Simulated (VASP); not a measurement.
A run of VASP 6.6.1 is set up as follows.

Contents of INCAR:

```
PREC     = Accurate       # precision mode
ENCUT    = 600            # plane-wave cutoff, eV
EDIFF    = 1E-6           # SCF threshold, eV
ISMEAR   = 0              # smearing method
SIGMA    = 0.05           # smearing width, eV
LREAL    = F              # projectors in reciprocal space
LASPH    = T              # aspherical terms in the spheres
NELM     = 60             # most SCF steps
ALGO     = Normal         # electronic algorithm
ISIF     = 3              # what is computed and relaxed
LWAVE    = F              # write WAVECAR
LCHARG   = F              # write CHGCAR
GGA      = CX             # functional
LUSE_VDW = T            
AGGAC    = 0.0          
IBRION   = 2              # ionic algorithm
NSW      = 60             # ionic steps
EDIFFG   = -0.005         # ionic threshold
```

The input KPOINTS:

```
Automatic mesh
0
Gamma
  7 7 3
```

File POSCAR:

```
GeH3C
1.0
    4.0495480000      0.0000000000      0.0000000000
   -2.0247740000      3.5070110000      0.0000000000
    0.0000000000      0.0000000000      8.0433630000
Ge C H
2 2 6
Direct
    0.3333330000      0.6666670000      0.5477350000
    0.6666670000      0.3333330000      0.4522650000
    0.3333330000      0.6666670000      0.7944030000
    0.6666670000      0.3333330000      0.2055970000
    0.0392880000      0.5196450000      0.8420870000
    0.4803550000      0.5196450000      0.8420870000
    0.4803550000      0.9607120000      0.8420870000
    0.9607120000      0.4803550000      0.1579130000
    0.5196450000      0.4803550000      0.1579130000
    0.5196450000      0.0392880000      0.1579130000
```

Potentials or basis: VASP PAW PBE potentials, release 64 (Ge_d, C, H).

Launch:

```console
$ cat potpaw_PBE.64/Ge_d/POTCAR potpaw_PBE.64/C/POTCAR potpaw_PBE.64/H/POTCAR > POTCAR
$ mpirun -np 1 vasp_std > vasp.out
```

(1) What does it give for the relaxed cell?

(2) Estimate the relaxed volume.

Results:

(1) a = 4.029 Å, b = 4.029 Å, c = 8.160 Å, α = 90.00°, β = 90.00°, γ = 120.00°.

(2) 11.47 Å³/atom.

Caveat: the PAW data sets were made with another functional, which shifts forces and pressure a little.
